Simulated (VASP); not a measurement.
A run of VASP 6.6.1 is set up as follows.

INCAR

```
ALGO = Normal ; EDIFF = 1E-6
EDIFFG = -0.02 ; ENCUT = 600
GGA = PS ; IBRION = 2
ISIF = 3 ; ISMEAR = -1
ISPIN = 2 ; KPAR = 4
LASPH = True ; LCHARG = False
LMAXMIX = 6 ; LORBIT = 11
LREAL = False ; LWAVE = False
MAGMOM = 0 0 4 1 0 0 0 0 0 0 ; NELM = 100
NSW = 60 ; PREC = Accurate
SIGMA = 0.05
```

Contents of KPOINTS:

```
k-points
0
Gamma
  6 6 6
```

File POSCAR:

```
NaLaMnMoO6
1.0
    4.7224200000     -2.7368800000      0.0000000000
    4.7224200000      2.7368800000      0.0000000000
   -3.1760200000      0.0000000000      4.4713700000
Na La Mn Mo O
1 1 1 1 6
Direct
    0.2502100000      0.2502100000      0.7445900000
    0.7511700000      0.7511700000      0.2570700000
    0.4991800000      0.4991800000      0.4991700000
    0.0011000000      0.0011000000      0.0011400000
    0.2850300000      0.7810600000      0.2852000000
    0.7810600000      0.2850300000      0.2852000000
    0.2518700000      0.2518700000      0.1877500000
    0.7477700000      0.7477700000      0.8112400000
    0.2188300000      0.7140700000      0.7152500000
    0.7140700000      0.2188300000      0.7152500000
```

Potentials or basis: VASP PAW PBE potentials, release 64 (Na_pv, La, Mn_pv, Mo_sv, O).

Command:

```sh
$ cat potpaw_PBE.64/Na_pv/POTCAR potpaw_PBE.64/La/POTCAR potpaw_PBE.64/Mn_pv/POTCAR potpaw_PBE.64/Mo_sv/POTCAR potpaw_PBE.64/O/POTCAR > POTCAR
$ mpirun -np 4 vasp_std > vasp.out
```

(1) Estimate the site moments.

(2) What does it give for the relaxed cell?

Results:

(1) Na +0.00; La -0.02; Mn +2.08; Mo -0.59; O +0.01 μB.

(2) a = 5.385 Å, b = 5.385 Å, c = 5.411 Å, α = 120.02°, β = 120.02°, γ = 60.13°.

Caveat: a cell with one magnetic atom can't hold antiferromagnetic order, which such compounds often take.
